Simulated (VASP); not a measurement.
# CaPd4 (Pm-3m) in VASP: a series of runs

Runs on CaPd4. Level: PBE. Tasks: single point, relaxation of cell and atoms.

Everything below comes from runs of VASP 6.6.1. Logs are shortened: lines on timing, memory, paths and dates and some standing lists are left out, and cuts for length are marked.

## 1. The structure

The structure is cubic, space group Pm-3m (No. 221). Conventional cell: a = 4.825 Å, b = 4.825 Å, c = 4.825 Å, α = 90.00°, β = 90.00°, γ = 90.00°. Around Ca (site symmetry m-3m) lie 6 Pd at 2.41 Å. Pd (site symmetry 4/mmm) has 2 Ca at 2.41 Å as nearest neighbours. Around Pd (site symmetry m-3m) lie 12 Pd at 3.41 Å.

The cell was built by a generator and needn't be a form met in nature.

## 2. Single point, PBE

INCAR reads:

```
SYSTEM = CaPd4
PREC     = Accurate       ! precision mode
ENCUT    = 520            ! plane-wave cutoff, eV
EDIFF    = 1E-6           ! SCF threshold, eV
ISMEAR   = 0              ! smearing method
SIGMA    = 0.1            ! smearing width, eV
LREAL    = .FALSE.        ! projectors in reciprocal space
LASPH    = .TRUE.         ! aspherical terms in the spheres
NELM     = 100            ! most SCF steps
ALGO     = Fast           ! electronic algorithm
ISIF     = 2              ! what is computed and relaxed
LWAVE    = .FALSE.        ! write WAVECAR
LCHARG   = .FALSE.        ! write CHGCAR
GGA      = PE             ! functional
NBANDS   = 33             ! bands
```

KPOINTS reads:

```
Automatic mesh
0
G
  8 8 8
  0 0 0
```

POSCAR reads:

```
CaPd4
1.0
    4.8249941028      0.0000000000      0.0000000000
    0.0000000000      4.8249941028      0.0000000000
    0.0000000000      0.0000000000      4.8249941028
Ca Pd
1 4
Direct
    0.5000000000      0.5000000000      0.5000000000
    0.0000000000      0.5000000000      0.5000000000
    0.5000000000      0.0000000000      0.5000000000
    0.5000000000      0.5000000000      0.0000000000
    0.0000000000      0.0000000000      0.0000000000
```

Potentials or basis: VASP PAW PBE potentials, release 64 (Ca_sv, Pd).

Started as:

```console
cat potpaw_PBE.64/Ca_sv/POTCAR potpaw_PBE.64/Pd/POTCAR > POTCAR
mpirun -np 1 vasp_std > vasp.out
```

OUTCAR:

```text
SYSTEM = CaPd4
   PREC = Accurate
   ENCUT = 520
   EDIFF = 1E-6
   ISMEAR = 0
   LREAL = .FALSE.
   LASPH = .TRUE.
   NELM = 100
   ISIF = 2
   GGA = PE

 ion  position               nearest neighbor table
   1  0.500  0.500  0.500-   2 2.41   3 2.41   4 2.41   4 2.41   3 2.41   2 2.41
   2  0.000  0.500  0.500-   1 2.41   1 2.41   4 3.41   5 3.41   4 3.41   5 3.41   3 3.41   5 3.41
                             5 3.41   3 3.41   3 3.41   4 3.41   4 3.41   3 3.41
   3  0.500  0.000  0.500-   1 2.41   1 2.41   4 3.41   5 3.41   4 3.41   5 3.41   2 3.41   2 3.41
                             4 3.41   4 3.41   2 3.41   5 3.41   5 3.41   2 3.41
   4  0.500  0.500  0.000-   1 2.41   1 2.41   3 3.41   5 3.41   2 3.41   2 3.41   3 3.41   3 3.41
                             5 3.41   3 3.41   2 3.41   5 3.41   2 3.41   5 3.41
   5  0.000  0.000  0.000-   2 3.41   3 3.41   4 3.41   2 3.41   3 3.41   2 3.41   4 3.41   2 3.41
                             3 3.41   4 3.41   3 3.41   4 3.41

  LATTYP: Found a simple cubic cell.
 ALAT       =     4.8249941028

  Lattice vectors:

 A1 = (   4.8249941028,   0.0000000000,   0.0000000000)
 A2 = (   0.0000000000,   4.8249941028,   0.0000000000)
 A3 = (   0.0000000000,   0.0000000000,   4.8249941028)

Analysis of symmetry for initial positions (statically):
=====================================================================
 Subroutine PRICEL returns:
 Original cell was already a primitive cell.

 Routine SETGRP: Setting up the symmetry group for a
 simple cubic supercell.

 Subroutine GETGRP returns: Found 48 space group operations
 (whereof 48 operations were pure point group operations)
 out of a pool of 48 trial point group operations.

The static configuration has the point symmetry O_h .

Analysis of symmetry for dynamics (positions and initial velocities):
=====================================================================
 Subroutine PRICEL returns:
 Original cell was already a primitive cell.

 Routine SETGRP: Setting up the symmetry group for a
 simple cubic supercell.

 Subroutine GETGRP returns: Found 48 space group operations
 (whereof 48 operations were pure point group operations)
 out of a pool of 48 trial point group operations.

The dynamic configuration has the point symmetry O_h .

 Subroutine INISYM returns: Found 48 space group operations
 (whereof 48 operations are pure point group operations),
 and found     1 'primitive' translations

----------------------------------------------------------------------------------------

[... 103 lines left out ...]
   NFREE  =      0    steps in history (QN), initial steepest desc. (CG)
   ISIF   =      2    stress and relaxation
   ISYM   =      2    0-nonsym 1-usesym 2-fastsym
   POTIM  = 0.5000    time-step for ionic-motion
   TEBEG  =    0.0;   TEEND  =   0.0 temperature during run
   PSTRESS=    0.0 pullay stress
   NELECT =      50.0000    total number of electrons
   NUPDOWN=      -1.0000    fix difference up-down
   EMIN   =  10.00;   EMAX   =-10.00  energy-range for DOS
   EFERMI =   0.00;   METHOD = LEGACY
   ISMEAR =     0;   SIGMA  =   0.10  broadening in eV -4-tet -1-fermi 0-gaus
   EFERMI_NEDOS =   21; number of points for ismear=-14 and -15
   IALGO  =     68    algorithm
   IMIX   =      4    mixing-type and parameters
     AMIX     =   0.40;   BMIX     =  1.00
     AMIX_MAG =   1.60;   BMIX_MAG =  1.00
  volume/ion in A,a.u.               =      22.47       151.61
  Fermi-wavevector in a.u.,A,eV,Ry     =   1.249975  2.362111 21.258258  1.562438
  Thomas-Fermi vector in A             =   2.383991
   LORBIT       =      0    0 simple, 1 ext, 2 COOP (PROOUT), +10 PAW based schemes
   GGA     = PE    functional components
   LHFCALC =     F    Hartree Fock is set to
   AEXX    =    0.0000 exact exchange contribution
   IVDW    =     0    specifies the selected vdW correction
   LEPSILON=     F    determine dielectric tensor
   LRPA    =     F    only Hartree local field effects (RPA)
 non-spin polarized calculation
 RMM-DIIS sequential band-by-band and
 Gauss-broadening in eV      SIGMA  =   0.10
  energy-cutoff  :      520.00
  volume of cell :      112.33
 maximum number of plane-waves:      3050
 NGX is ok and might be reduce to    36
   NGX = 17   NGY = 17   NGZ = 17

 number of electron      49.9999958 magnetization

 Free energy of the ion-electron system (eV)
  ---------------------------------------------------
  ext. energy  EPLUGINS =         0.00000000
  ---------------------------------------------------
  free energy    TOTEN  =       -18.35550154 eV

  energy without entropy =      -18.34912973  energy(sigma->0) =      -18.35231564

 E-fermi :   4.1253     XC(G=0): -10.3603

 val. band max:        4.0860427181   @ k =   0.3750   0.1250   0.0000
 cond. band min:       4.2397008824   @ k =   0.3750   0.1250   0.1250
 fundamental gap:      0.1536581644
 Fermi energy:         4.1253247801

 k-point     1 :       0.0000    0.0000    0.0000
  band No.  band energies     occupation
      1     -34.9593      2.00000
      2     -16.1771      2.00000
      3     -16.1771      2.00000
      4     -16.1771      2.00000
      5       0.1123      2.00000
      6       0.8752      2.00000
[... 853 lines left out ...]
     32       9.1060      0.00000
     33       9.3532      0.00000

 [... further k-points ...]

------------------------ aborting loop because EDIFF is reached ----------------------------------------

  FORCE on cell =-STRESS in cart. coord.  units (eV):
  Direction    XX          YY          ZZ          XY          YZ          ZX
  --------------------------------------------------------------------------------------
  -------------------------------------------------------------------------------------
  Total        0.2448960      0.2448960      0.2448960      0.0000000     -0.0000000      0.0000000
  in kB        3.4930272      3.4930272      3.4930272      0.0000000     -0.0000000      0.0000000
  external PRESSURE =       3.4930272 kB  Pullay stress =       0.0000000 kB

 VOLUME and BASIS-vectors are now :
 -----------------------------------------------------------------------------
  energy-cutoff  :      520.00
  volume of cell :      112.33
      direct lattice vectors                 reciprocal lattice vectors
     4.824994103  0.000000000  0.000000000     0.207254139  0.000000000  0.000000000
     0.000000000  4.824994103  0.000000000     0.000000000  0.207254139  0.000000000
     0.000000000  0.000000000  4.824994103     0.000000000  0.000000000  0.207254139

 POSITION                                       TOTAL-FORCE (eV/Angst)
 -----------------------------------------------------------------------------------
      2.41250      2.41250      2.41250         0.000000      0.000000      0.000000
      0.00000      2.41250      2.41250         0.000000      0.000000      0.000000
      2.41250      0.00000      2.41250         0.000000      0.000000      0.000000
      2.41250      2.41250      0.00000         0.000000      0.000000      0.000000
      0.00000      0.00000      0.00000         0.000000      0.000000      0.000000
 -----------------------------------------------------------------------------------
    total drift:                                0.000000      0.000000      0.000000

  FREE ENERGIE OF THE ION-ELECTRON SYSTEM (eV)
  ---------------------------------------------------
  free  energy   TOTEN  =       -18.3555015447 eV

  energy  without entropy=      -18.3491297300  energy(sigma->0) =      -18.35231564
```

stdout:

```text
POSCAR found type information on POSCAR CaPd
 POSCAR found :  2 types and       5 ions
 scaLAPACK will be used
 LDA part: xc-table for (Slater+PW92), standard interpolation
 POSCAR, INCAR and KPOINTS ok, starting setup
 FFT: planning ... GRIDC
 FFT: planning ... GRID_SOFT
 FFT: planning ... GRID
 WAVECAR not read
 entering main loop
WARNING in EDDRMM: call to ZHEGV failed, returncode =   6  3     28
WARNING in EDDRMM: call to ZHEGV failed, returncode =   6  3      5
```

It took 2.3 min on 1 thread of Intel Xeon Platinum 8559C (Emerald Rapids), shared host; peak memory 0.26 GiB.

Results:

```
Free energy            : -18.3555 eV
Pressure               : 0.3 GPa
Band gap on the k mesh : none (metal or under the smearing width)
```

## 3. Single point, PBE (random cell by space group and Wyckoff sites (Pm-3m, No. 221))

INCAR reads:

```
SYSTEM = CaPd4
PREC = Accurate
ENCUT = 520
EDIFF = 1E-6
ISMEAR = 0
SIGMA = 0.1
LREAL = .False.
LASPH = .True.
NELM = 60
ALGO = Fast
ISIF = 2
LWAVE = .False.
LCHARG = .True.
GGA = PE
LELF = .True.
LVHAR = .True.
NBANDS = 33
```

KPOINTS reads:

```
regular mesh
0
Gamma
  8 8 8
  0 0 0
```

POSCAR is that of step 2.

Potentials or basis: VASP PAW PBE potentials, release 64 (Ca_sv, Pd).

Started as:

```console
cat potpaw_PBE.64/Ca_sv/POTCAR potpaw_PBE.64/Pd/POTCAR > POTCAR
mpirun -np 1 vasp_std > vasp.out
```

Run time: 2 min. Hardware: 1 thread of Intel Xeon Platinum 8559C (Emerald Rapids), shared host; peak memory 0.27 GiB.

It converged, with:

```
Free energy            : -18.3555 eV
Pressure               : 0.3 GPa
Band gap on the k mesh : none (metal or under the smearing width)
```

Levels at points of the mesh, in eV from the Fermi level:
```
           k point  band 23  band 24  band 25  band 26  band 27  band 28
(0.00, 0.00, 0.00)    -0.10    -0.10    -0.10     2.87     2.87     2.87
(0.50, 0.00, 0.00)    -0.75    -0.51    -0.43    -0.10     3.05     4.61
(0.50, 0.50, 0.00)    -0.68    -0.61     0.75     0.75     0.84     1.12
(0.50, 0.50, 0.50)    -0.22    -0.22     0.69     0.69     0.69     2.29
```

[end of part 1 of 2]
